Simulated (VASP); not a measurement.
Input:

```yaml
crystal:
  lattice:
    - [0.00000, 2.84018, 2.84018]
    - [2.84018, 0.00000, 2.84018]
    - [2.84018, 2.84018, 0.00000]
  atoms:
    - { symbol: Ga, position: [0.00000, 0.00000, 0.00000] }
    - { symbol: As, position: [0.25000, 0.25000, 0.25000] }
```

All values below come from PBE GGA with D3 dispersion (Becke-Johnson damping), VASP's PBE PAW potentials (set 64) (plane waves; VASP). Numerical set-up: 520 eV cut-off, 8×8×8 Γ-centred mesh, Gaussian smearing of 0.050 eV, potentials Ga_d As.

Task: Give the energy at these volumes per atom, relative to the lowest: 21.54, 22.22, 22.91, 23.60, 24.28 Å³.

Result: 19.6, 4.6, 0.0, 4.1, 15.5 meV/atom. A third-order Birch-Murnaghan fit gives B0 = 67.4 GPa and B0′ = 4.8.

Measured: bulk modulus 76.7 GPa at 0 K (computed value off by -12.2 %), as given by Daniel Mejia-Rodriguez et al., Physical Review B (2018), arXiv:1807.09216 [0 K value with the zero-point phonon effect removed]; a 5.640 Å at 0 K (computed value off by +0.7 %), as given by Daniel Mejia-Rodriguez et al., Physical Review B (2018), arXiv:1807.09216 [static lattice: zero-point anharmonic expansion removed].

The compound is GaAs in the zinc blende structure. It was relaxed first.
